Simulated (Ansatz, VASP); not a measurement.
# Bi (Bismuth) in two plane-wave programs

One calculation is typed for both programs; each brings its own data sets. How far apart do they land? The structure shown is the start of the Ansatz relaxation below; VASP solves that cell, so the two are compared at the walk's first step.

Method: plane waves, with VASP 6.6.1 beside it; single point at LDA, in Ansatz 0.2.0.

### Step 1. Set-up

It takes space group R-3m (No. 166, trigonal). The conventional cell has a = 4.494 Å, b = 4.494 Å, c = 11.616 Å, α = 90.00°, β = 90.00°, γ = 120.00°. Nearest to Bi lie 6 Bi at 3.07 to 3.42 Å.

Structure file:

```cif
data_structure
_symmetry_space_group_name_H-M 'P 1'
_symmetry_Int_Tables_number 1
_cell_length_a 4.6608
_cell_length_b 4.6608
_cell_length_c 4.6608
_cell_angle_alpha 57.644
_cell_angle_beta 57.644
_cell_angle_gamma 57.644
_cell_volume 67.72
loop_
_atom_site_label
_atom_site_type_symbol
_atom_site_fract_x
_atom_site_fract_y
_atom_site_fract_z
_atom_site_occupancy
Bi1 Bi 0.23716 0.23716 0.23716 1
Bi2 Bi 0.76284 0.76284 0.76284 1
```

### Step 2. Ansatz: relaxation, LDA

Ansatz runs on its PAW soft_1 files.

The two programs are compared at the cell with which this relaxation starts, whose forces are those of its first step.

input.yaml reads:

```yaml
crystal:
  lattice:
    - [2.2469292095, 1.2972651839, 3.8718929524]
    - [-2.2469292095, 1.2972651839, 3.8718929524]
    - [0.0, -2.5945303679, 3.8718929524]
  atoms:
    - { symbol: Bi, position: [0.2371620087, 0.2371620087, 0.2371620087] }
    - { symbol: Bi, position: [0.7628379913, 0.7628379913, 0.7628379913] }
  conventional_axes: [[1, -1, 0], [0, 1, -1], [1, 1, 1]]
kpoints:
  mp_grid: { grid: [12, 12, 12] }
hamiltonian:
  xc: lda
  pseudopotentials: { kind: paw, azcp: { folder: soft_1 }, xc_functional: pbe }
scf:
  occupations: { method: methfessel_paxton, width: 0.2 }
output:
  forces: true
  stress: true
  eigenvalues: true
relax:
  adjacent_minimum: "off"
  f_tol: 0.001
  max_steps: 60
  cell: { stress_tol: 0.01, fix: [c, angles] }
```

Started as:

```sh
ansatz run input.yaml --threads 4 --pin off --max-ram 10240MiB --backend cpu --events-out ev --progress --plain --runs-dir out
```

Numbers of over 12 decimals in the logs are rounded to 6 here.

Log:

```text
Warning: crystal.symmetry: narrowed to the stabiliser of the fixed cell quantities (relax.cell.fix) — unitary ops 12 → 4. The narrowing is safe, since a smaller group never makes results wrong: the run goes on under it, on as many k-points as the starting group would need, or more. Excluded: 8 operations that would move a fixed cell quantity at a test strain (relax.cell.fix fixes c, alpha, beta, gamma). The cell can leave their symmetry as it relaxes.
Engine: ansatz 0.2.0, aarch64-unknown-linux-gnu
Pseudopotentials: kind: paw
Pseudopotential: Bi, paw, valence charge 15, recommended cutoff 420 eV (normal), soft_1/Bi.paw.azcp
Functional definition: SPW92
  exchange = slater_x
  correlation = pw_c
Crystal: 2 atoms, lattice volume = 67.716 Å³
Basis set: ecut = 420 eV, 1321 PW (Γ)
Bands: 19, of which v1, the nominal top of the filled ones, is band 15 counted from 1 (14 counted from 0)
Symmetry: 4 space group operations
k-points: 476 of 1728
Non-local potential: Bi, projectors of the file, l = 0: 2, l = 1: 2, l = 2: 2, l = 3: 1
PAW form: soft (Blöchl's): semilocal exchange-correlation on the pseudo side does not see the compensation charge
PAW frozen core: Bi, regenerated for the run's functional, and the local potential with it (the file was generated under x = pbe(κ = 0.804, μ = 0.219515), c = pbe(β = 0.066725))
PAW one-centre angular grid: Bi, 590 points (default); XC on 64 Gauss nodes
Initial density: superposition of atomic densities (chi_scale 0.1, normalization cell)
Initial wavefunctions: pseudopotential atomic-orbital guess
Functional: x = slater, c = lda
SCF iter   1: F=—  HF=-24175.708599 eV  |F-HF|=—  |Δ(HF+E_count)|=         —  Δρ=1.15e-2  dr2=7.84e-2  ethr=3.10e-3  ⟨swp⟩=5.5  Hψ=43432  notcnv=0
preconditioner: auto → Kerker (q_TF=auto, 2.382 Å⁻¹)  [metal: Δε(μ)=0.086 eV  Ē_g=20.266 eV  σ=0.200 eV  W_gap=0.34  n_scr=14 (ndim 8)  ℏωp=24.7 eV  f_vac=0.000  D(μ)=0.21/eV (n_scr^D=0)]
SCF iter   2: F=—  HF=-24175.692169 eV  |F-HF|=—  |Δ(HF+E_count)|=   1.64e-2  S|Δr|=    0.00e0  Δρ=7.23e-3  dr2=3.31e-2  ethr=2.61e-4  ⟨swp⟩=1.0  Hψ=12852  notcnv=0
SCF iter   3: F=—  HF=-24175.684840 eV  |F-HF|=—  |Δ(HF+E_count)|=   7.33e-3  S|Δr|=    0.00e0  Δρ=1.02e-3  dr2=1.21e-3  ethr=1.10e-4  ⟨swp⟩=2.1  Hψ=16205  notcnv=0
SCF iter   4: F=—  HF=-24175.684663 eV  |F-HF|=—  |Δ(HF+E_count)|=   1.77e-4  S|Δr|=    0.00e0  Δρ=3.36e-4  dr2=1.21e-4  ethr=4.04e-6  ⟨swp⟩=3.0  Hψ=16234  notcnv=0
SCF iter   5: F=—  HF=-24175.684662 eV  |F-HF|=—  |Δ(HF+E_count)|=   1.61e-6  S|Δr|=    0.00e0  Δρ=1.55e-4  dr2=2.01e-5  ethr=4.05e-7  ⟨swp⟩=2.0  Hψ=15870  notcnv=0
SCF iter   6: F=—  HF=-24175.684655 eV  |F-HF|=—  |Δ(HF+E_count)|=   7.25e-6  S|Δr|=    0.00e0  Δρ=2.14e-5  dr2=4.53e-7  ethr=6.69e-8  ⟨swp⟩=2.0  Hψ=16188  notcnv=0
SCF iter   7: F=-24175.684655 eV  HF=-24175.684655 eV  |F-HF|=9.38e-9  |Δ(HF+E_count)|=   2.10e-8  S|Δr|=    0.00e0  Δρ=5.19e-6  dr2=3.03e-8  ethr=3.33e-10  ⟨swp⟩=5.9  Hψ=43971  notcnv=0
SCF 1 converged in 7 iterations: F = -24175.684655 eV  dr2 = 3.03e-8
  greatest PAW one-centre occupation: 0.988 electrons in one spin orbital (limit 2), on the Bi atom at site 1 (counted from 0), in its partial waves of l = 2
relax step   1: F+E_penalty+E_count = -24175.68465453 eV  Δ(F+E_penalty+E_count) = +0.000e0 eV  max|allowed force component| = 5.533e-2 eV/Å  Δτ_max = 0.0000 Å  P = -0.489 GPa  Ω = 67.716 Å³  fix = [c, alpha, beta, gamma]  reactions: c -0.676 GPa; alpha -0.000, beta +0.000, gamma -0.000 GPa/rad  (7 SCF iters, dr2 threshold 1.00e-7 eV, accepted)
[...]
relax step   2: F+E_penalty+E_count = -24175.68512366 eV  Δ(F+E_penalty+E_count) = -4.691e-4 eV  max|allowed force component| = 3.149e-2 eV/Å  Δτ_max = 0.0076 Å  P = +0.148 GPa  Ω = 67.118 Å³  energy of the carried Pulay correction = +4.652e-5 eV  fix = [c, alpha, beta, gamma]  reactions: c -0.116 GPa; alpha +0.000, beta -0.000, gamma -0.000 GPa/rad  (4 SCF iters, dr2 threshold 2.00e-7 eV, accepted)
[...]
relax step   3: F+E_penalty+E_count = -24175.68540037 eV  Δ(F+E_penalty+E_count) = -2.767e-4 eV  max|allowed force component| = 1.763e-3 eV/Å  Δτ_max = 0.0027 Å  P = -0.114 GPa  Ω = 67.370 Å³  energy of the carried Pulay correction = +2.691e-5 eV  fix = [c, alpha, beta, gamma]  reactions: c -0.340 GPa; alpha +0.000, beta -0.000, gamma +0.000 GPa/rad  (4 SCF iters, dr2 threshold 1.96e-7 eV, accepted)
[...]
relax step   4: F+E_penalty+E_count = -24175.68540075 eV  Δ(F+E_penalty+E_count) = -3.726e-7 eV  max|allowed force component| = 3.631e-4 eV/Å  Δτ_max = 0.0002 Å  P = -0.111 GPa  Ω = 67.370 Å³  energy of the carried Pulay correction = +2.687e-5 eV  fix = [c, alpha, beta, gamma]  reactions: c -0.336 GPa; alpha +0.000, beta -0.000, gamma +0.000 GPa/rad  (4 SCF iters, dr2 threshold 1.94e-10 eV, accepted)
[...]
relax step   5: F+E_penalty+E_count = -24175.68537476 eV  Δ(F+E_penalty+E_count) = +2.598e-5 eV  max|allowed force component| = 3.674e-4 eV/Å  Δτ_max = 0.0000 Å  P = -0.111 GPa  Ω = 67.370 Å³  fix = [c, alpha, beta, gamma]  reactions: c -0.336 GPa; alpha +0.000, beta -0.000, gamma +0.000 GPa/rad  stress off target by 8.07e-4 GPa on what of the cell is left free  SCF on the basis re-selected at this cell (its energy is not comparable with the rows above)  (5 SCF iters)
basis re-selected at this cell: Δ(F+E_penalty+E_count) = +2.598e-5 eV, ΔP = -0.000 GPa vs the last step (what re-selecting the basis moved, of the pressure what is left beyond the Pulay correction that the steps carried, after the strain that the cell walked since its last selection, with what the two solves' SCF thresholds leave and, on support functions, any second-order correction that the steps lacked; it is no m [...]
SCF converged after 5 iterations
Stability not checked: this state was not tested for a lower state beside it, because cold or Methfessel-Paxton smearing, or corrected tetrahedra, fill the levels in a way that the test cannot read (fill_not_monotonic; see scf.lower_state_search)
Free energy (F): -24175.685375 eV
Harris-Foulkes:  -24175.685375 eV  (|F-HF|=1.46e-11)
Internal energy: -24175.686841 eV  (E = F + TS)
E sigma→0 (E₀):  -24175.685741 eV
Entropy (-TS):   0.001466 eV (0.733 meV/atom)
Fermi energy:    10.046761 eV
--- Per-component energies (eV) ---
  E_band       = -207.760212
  E_kinetic    = 511.190447
  E_local      = -2653.268152  (includes V_loc(G=0)·N_el)
  E_nonlocal   = 825.181135
  E_hartree    = 984.469250
  E_xc         = -301.783652
  E_vxc        = -263.533096  (∫ρ·V_xc dr)
  E_paw        = -20705.233608  (= ΣΔE_a)
  E_vpaw       = -596.269466  (= ΣTr[D̂ρ^β])
  E_aug_tail   = 0.000423  (compensation charges beyond the density's cutoff)
  E_ewald      = -2836.233040
  E_core_change = -0.009642  (= ΣΔE_core)
  E_smearing   = 0.001466  (= −TS)
  E_closure    = -0.000000  (closes the sum)
  Σ components = -24175.685375   (vs F -24175.685375, Δ=0.00e0)
--- Forces (eV/Å), atoms counted from 1 ---
  atom   1  Bi     0.00000000    -0.00000000    -0.00036738
  atom   2  Bi    -0.00000000     0.00000000     0.00036738
  max |Σ_I F_I| component: 0.00e0 eV/Å
--- Stress (GPa, compression-positive) ---
        0.000807      -0.000000       0.000000
       -0.000000       0.000807      -0.000000
        0.000000      -0.000000      -0.335508
  P = ⅓ Tr σ = -0.1113 GPa (-1.113 kbar)
--- Band table (eV; the first three rows and the last of 476) ---
  k-point 0: bands = [... 11 lower, 2.6136, 8.4389, 8.7877, 8.7877, 12.8064, 13.1116, 13.1116, 15.5935]
  k-point 1: bands = [... 11 lower, 2.4439, 8.4784, 8.7892, 8.7994, 12.6509, 12.7694, 12.9189, 15.3239]
  k-point 2: bands = [... 11 lower, 1.9792, 8.5589, 8.7997, 8.8555, 11.9661, 12.3260, 12.4430, 15.0808]
  k-point 475: bands = [... 11 lower, -0.2296, 9.2342, 9.5215, 9.5215, 10.5915, 10.5915, 10.6798, 17.3318]
--- Relaxed structure (4 steps of the walk, 4 accepted, 1 SCFs on fresh bases) ---
  F+E_penalty+E_count = -24175.68537476 eV   max|allowed force component| = 3.674e-4 eV/Å   (the final SCF, on the basis selected at the relaxed cell)
  cell:  # Å, volume = 67.3701 Å³
    - [2.241179, 1.293945, 3.871893]
    - [-2.241179, 1.293945, 3.871893]
    - [-4.3122398127800655e-19, -2.587891, 3.871893]
  atoms:
    - { symbol: Bi, position: [0.236717, 0.236717, 0.236717] }
    - { symbol: Bi, position: [0.763283, 0.763283, 0.763283] }
```

Reading the cycles: dr2 is the Hartree energy of the density residual (eV), the measure of convergence; HF is the Harris–Foulkes estimate of the energy, which meets the free energy F at convergence.

### Step 3. VASP: single point, LDA, start cell, pair 1

The same cell, functional (in two slightly different forms), mesh and smearing now go to VASP, with its own data sets.

Lines of VASP's logs that name or quote its potential files are left out, and so is its time.

INCAR reads:

```
SYSTEM = Bi
PREC = Accurate
ENCUT = 400
EDIFF = 1E-06
NELM = 120
ISMEAR = 1
SIGMA = 0.2
LREAL = .FALSE.
ALGO = Normal
GGA = CA
NBANDS = 21
LORBIT = 11
LWAVE = .FALSE.
LCHARG = .FALSE.
ISIF = 2
LASPH = .TRUE.
GGA_COMPAT = .FALSE.
KPAR = 2
```

POSCAR reads:

```
Bi
1.0
    2.2469290000      1.2972650000      3.8718930000
   -2.2469290000      1.2972650000      3.8718930000
    0.0000000000     -2.5945300000      3.8718930000
Bi
2
Direct
    0.2371620290      0.2371620290      0.2371620290
    0.7628379710      0.7628379710      0.7628379710
```

KPOINTS reads:

```
Automatic mesh
0
Gamma
12 12 12
0 0 0
```

PAW data sets: Bi_d (LDA family, release 64).

Started as:

```sh
mpirun -np 2 vasp_std
```

Log:

```text
[banner, memory and clock lines left out]
running    2 mpi-ranks, on    1 nodes
 distrk:  each k-point on    1 cores,    2 groups
 distr:  one band on    1 cores,    1 groups

 POSCAR found type information on POSCAR Bi
 POSCAR found :  1 types and       2 ions
 LDA part: xc-table for (Slater(with rela. corr.)+CA(PZ))
 , standard interpolation
 POSCAR, INCAR and KPOINTS ok, starting setup
 FFT: planning ... GRIDC
 FFT: planning ... GRID_SOFT
 FFT: planning ... GRID
 WAVECAR not read
 entering main loop
       N       E                     dE             d eps       ncg     rms          rms(c)
DAV:   1     0.282185937309E+03    0.28219E+03   -0.14375E+04  7993   0.148E+03
DAV:   2     0.141655441127E+02   -0.26802E+03   -0.26247E+03  8078   0.404E+02
DAV:   3    -0.837476987932E+01   -0.22540E+02   -0.22273E+02  9435   0.139E+02
DAV:   4    -0.911261912301E+01   -0.73785E+00   -0.73737E+00  9408   0.280E+01
DAV:   5    -0.914542042300E+01   -0.32801E-01   -0.32801E-01 11400   0.511E+00    0.106E+00
DAV:   6    -0.913056148124E+01    0.14859E-01   -0.18042E-02 10199   0.151E+00    0.613E-01
DAV:   7    -0.912387025874E+01    0.66912E-02   -0.12164E-02 10035   0.124E+00    0.105E-01
DAV:   8    -0.912379803849E+01    0.72220E-04   -0.12477E-03  9058   0.434E-01    0.173E-02
DAV:   9    -0.912380423037E+01   -0.61919E-05   -0.53885E-05 12000   0.563E-02    0.719E-03
DAV:  10    -0.912380396485E+01    0.26552E-06   -0.20099E-06  7532   0.115E-02
   1 F= -.91238040E+01 E0= -.91243431E+01  d E =0.161744E-02
```

Parts of OUTCAR (step 3):

```text
ion  position               nearest neighbor table
   1  0.237  0.237  0.237-   2 3.07   2 3.07   2 3.07   2 3.42   2 3.42   2 3.42
   2  0.763  0.763  0.763-   1 3.07   1 3.07   1 3.07   1 3.42   1 3.42   1 3.42

  LATTYP: Found a trigonal (rhomboedric) cell.
 ALAT       =     4.6608091373
 COS(alpha) =     0.5351786612

 Subroutine GETGRP returns: Found 12 space group operations
 (whereof 12 operations were pure point group operations)

The static configuration has the point symmetry D_3d.

 Found    189 irreducible k-points:

   k-points           NKPTS =    189   k-points in BZ     NKDIM =    189   number of bands    NBANDS=     21

   dimension x,y,z NGX =    30 NGY =   30 NGZ =   30
   dimension x,y,z NGXF=    60 NGYF=   60 NGZF=   60

   ENCUT  =  400.0 eV  29.40 Ry    5.42 a.u.   7.60  7.60  7.60*2*pi/ulx,y,z

   NELECT =      30.0000    total number of electrons

 k-points in reciprocal lattice and weights: Automatic mesh
   0.00000000  0.00000000  0.00000000       0.001
   0.08333333  0.00000000  0.00000000       0.003
   0.16666667  0.00000000  0.00000000       0.003
   0.25000000  0.00000000  0.00000000       0.003
   0.33333333  0.00000000  0.00000000       0.003
   0.41666667  0.00000000  0.00000000       0.003
   0.50000000  0.00000000  0.00000000       0.002
   0.08333333  0.08333333  0.00000000       0.003
   0.16666667  0.08333333  0.00000000       0.007
[...]
-0.41666667  0.50000000  0.41666667       0.003
   0.50000000  0.50000000  0.50000000       0.001

 average (electrostatic) potential at core
       1-104.3137       2-104.3137

 E-fermi :   6.5312

 k-point     1 :       0.0000    0.0000    0.0000
  band No.  band energies     occupation
    ...
     11      -6.7824      2.00000
     12      -0.8330      2.00000
     13       4.9288      2.00000
     14       5.2645      2.00000
     15       5.2645      2.00000
     16       9.2968     -0.00000
     17       9.5801     -0.00000
     18       9.5801     -0.00000
     19      12.0368      0.00000
     20      12.2695      0.00000
    ...

 k-point     2 :       0.0833    0.0000    0.0000
  band No.  band energies     occupation
    ...
     11      -6.7143      2.00000
     12      -1.0036      2.00000
     13       4.9678      2.00000
     14       5.2673      2.00000
     15       5.2803      2.00000
     16       9.1341     -0.00000
     17       9.2432     -0.00000
     18       9.3844     -0.00000
     19      11.7782      0.00000
     20      12.0282      0.00000
    ...

 k-point     3 :       0.1667    0.0000    0.0000
  band No.  band energies     occupation
    ...
     11      -6.5115      2.00000
     12      -1.4704      2.00000
     13       5.0488      2.00000
     14       5.2815      2.00000
     15       5.3441      2.00000
     16       8.4493     -0.00000
     17       8.7943     -0.00000
     18       8.9030     -0.00000
     19      11.5432      0.00000
     20      12.2016      0.00000
    ...

  Total       -0.1487747     -0.1487747     -0.2785505     -0.0000000      0.0000000      0.0000000
  in kB       -3.5200359     -3.5200355     -6.5905527     -0.0000000      0.0000000      0.0000000
  external PRESSURE =      -4.5435414 kB  Pullay stress =       0.0000000 kB

  energy-cutoff  :      400.00
  volume of cell :       67.72
      direct lattice vectors                 reciprocal lattice vectors
     2.246929000  1.297265000  3.871893000     0.222525945  0.128475421  0.086090533
    -2.246929000  1.297265000  3.871893000    -0.222525945  0.128475421  0.086090533
     0.000000000 -2.594530000  3.871893000     0.000000000 -0.256950841  0.086090533

 POSITION                                       TOTAL-FORCE (eV/Angst)
 -----------------------------------------------------------------------------------
      0.00000      0.00000      2.75480         0.000000      0.000000     -0.037589
      0.00000      0.00000      8.86088         0.000000      0.000000      0.037589
 -----------------------------------------------------------------------------------
    total drift:                                0.000000     -0.000000      0.000000

  FREE ENERGIE OF THE ION-ELECTRON SYSTEM (eV)
  ---------------------------------------------------
  free  energy   TOTEN  =        -9.1238039649 eV

  energy  without entropy=       -9.1254214025  energy(sigma->0) =       -9.12434311

 total charge
# of ion       s       p       d       tot
------------------------------------------
    1        1.533   1.376   9.913  12.822
    2        1.533   1.376   9.913  12.822
--------------------------------------------------
tot          3.066   2.751  19.826  25.644

[... 3 further parts left out ...]
```

The run ends at a pressure of -0.45 GPa, with forces up to 0.038 eV/Å.

### Step 4. Differences

Known differences besides the potentials themselves: the two LDA forms differ slightly; the cutoff is 420 eV in Ansatz and 400 eV in VASP; VASP's log shows a relativistic correction to its local exchange, Ansatz's none. Total energies have different zeros and are not compared.

Forces (eV/Å; atoms numbered as in POSCAR):

```csv
atom,"Ansatz x, y, z","VASP x, y, z"
Bi1,"0.000, 0.000, -0.055","0.000, 0.000, -0.038"
Bi2,"0.000, 0.000, 0.055","0.000, 0.000, 0.038"
```

The forces differ by 10 meV/Å r.m.s., which is 47.2 % of the r.m.s. force of 0.022 eV/Å (both taken over all components).

### Step 5. What the set-up changes

Further runs change the set-up of one program: Ansatz's method, potentials or start, or VASP's data sets, cutoff or form of LDA. The table gives that difference for each run.

```csv
run,r.m.s. force difference (meV/Å)
as above,10
VASP with a cutoff of 500 eV (perhaps on Ansatz's relaxed cell),11
```

### Step 6. Ansatz: relaxation, LDA

The two programs are compared at the cell with which this relaxation starts, whose forces are those of its first step. The cell compared in this pair holds 68.04 Å³, against 67.72 Å³ for the pair before.

The structure compared here is the start of the Ansatz relaxation; VASP solves that cell, so the two are compared at the walk's first step.

input.yaml, the sections that differ from step 2:

```yaml
crystal:
  lattice:
    - [2.2411790012, 1.2939452996, 3.9102285262]
    - [-2.2411790012, 1.2939452996, 3.9102285262]
    - [0.0, -2.5878905993, 3.9102285262]
  atoms:
    - { symbol: Bi, position: [0.2367171465, 0.2367171469, 0.2367171465] }
    - { symbol: Bi, position: [0.7632828535, 0.7632828531, 0.7632828535] }
  conventional_axes: [[1, -1, 0], [0, 1, -1], [1, 1, 1]]
# kpoints, hamiltonian, scf, output, relax: as in step 2
```

Started as:

```sh
ansatz run input.yaml --threads 4 --pin off --max-ram 10240MiB --backend cpu --events-out ev --progress --plain --runs-dir out
```

Log:

```text
[...]
Crystal: 2 atoms, lattice volume = 68.037 Å³
Basis set: ecut = 420 eV, 1321 PW (Γ)
Bands: 19, of which v1, the nominal top of the filled ones, is band 15 counted from 1 (14 counted from 0)
Symmetry: 4 space group operations
k-points: 476 of 1728
[...]
k-point 475: bands = [... 11 lower, -0.2689, 9.1942, 9.4757, 9.4757, 10.5904, 10.5904, 10.6752, 17.1636]
--- Relaxed structure (4 steps of the walk, 4 accepted, 1 SCFs on fresh bases) ---
[...]
cell:  # Å, volume = 67.7025 Å³
    - [2.235661, 1.290759, 3.910229]
    - [-2.235661, 1.290759, 3.910229]
    - [6.927526071066375e-19, -2.581518, 3.910229]
  atoms:
    - { symbol: Bi, position: [0.236263, 0.236263, 0.236263] }
    - { symbol: Bi, position: [0.763737, 0.763737, 0.763737] }
[key lines of the parts left out:]
SCF converged after 5 iterations
Free energy (F): -24175.683317 eV
Fermi energy:    9.979573 eV
P = ⅓ Tr σ = -0.2170 GPa (-2.170 kbar)
```

(Part 1 of 2 ends here.)

[Lines on the potential files, build, host, timing and source positions are cut from VASP's logs without a mark.]

[Logs are printed without paths, hosts, clocks, repeated set-up lines and the standing remarks that a program may print on its own settings, such as how far it seeks lower states.]

[Hosts, paths, dates, database ids (printed as entryN), source tags and the programs' standing remarks are cut or masked in the printed files.]

[Rows of further runs with another cutoff or data set may stand on the cell that Ansatz relaxed, not on the start cell of the pair above them.]
